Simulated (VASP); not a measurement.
A convergence study with VASP on Ge: one setting is varied, all else stays as given below, so the limit is that of these other settings.

```
Ge
1.0
    4.02081     0.00000     0.00000
    2.01041     3.48213     0.00000
    0.00000     0.00000    23.02820
Ge
6
Direct
  0.25000   0.25000   0.30397
  0.25000   0.25000   0.41090
  0.58333   0.58333   0.44654
  0.58333   0.58333   0.55346
  0.91667   0.91667   0.58910
  0.91667   0.91667   0.69602
```

Method: PBE GGA, VASP's PBE PAW potentials (set 64) (plane waves; VASP). The tightest run used: 600 eV cut-off, 7×7×1 Γ-centred mesh, Fermi-Dirac smearing of 0.010 eV, potentials Ge_d.

| setting | E (eV/atom) | largest force (eV/Å) | plane waves |
|---|---|---|---|
| ENCUT = 150 | 23.2399 | 3.330 | 1363 |
| ENCUT = 180 | 1.2639 | 0.193 | 1833 |
| ENCUT = 210 | -2.9413 | 0.347 | 2240 |

These are the cheaper rows. Estimate the results at ENCUT = 600, and how far the last row shown lies from them.

| quantity | tightest run | last row shown is off by |
|---|---|---|
| E (eV/atom) | -3.9760 | 1.0347 |
| largest force (eV/Å) | 0.316 | 0.031 |

Left out are rungs that failed or repeat a setting and relaxations that didn't move; long series are thinned to 24 rows.

The cell is a sheet or thin cut with vacuum, built from a generated structure.
